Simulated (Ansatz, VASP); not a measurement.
## Two plane-wave programs on Tl2S

```
S Tl
1.0
     0.00000    3.63118    3.63118
     3.63118    0.00000    3.63118
     3.63118    3.63118    0.00000
S Tl
1 2
Direct
  0.00000 0.00000 0.00000
  0.25000 0.25000 0.25000
  0.75000 0.75000 0.75000
```

The cell comes from a database or a generator and needn't be the stable form of this composition.

Alike in both runs: task single point; functional LDA; k mesh 4 × 4 × 4; occupations gaussian, width 0.05 eV; no spin polarisation.

```csv
,VASP,Ansatz
version,VASP 6.6.1,Ansatz 0.2.0
potentials or method,"VASP PAW LDA potentials, release 64 (S, Tl_d)","scalar-relativistic, plane waves, PAW"
plane-wave cutoff (eV),520,420
valence electrons in the cell,32,32
```

VASP gave:

| Item | Value |
| --- | --- |
| gap on the k mesh at the Fermi level (eV) | 0.45 |
| least direct gap on the mesh (eV) | 0.76 |
| pressure (GPa) | -2.6 |

Task: Which values does Ansatz return?

Result: gap on the k mesh at the Fermi level (eV): 0.46; least direct gap on the mesh (eV): 0.75; pressure (GPa): -2.6.

Caveats: spin-orbit coupling is left out, which as a rule narrows the gap of such compounds by several tenths of an eV. A k mesh can miss the band edges. As with any semilocal functional, this LDA gap is likely too small.
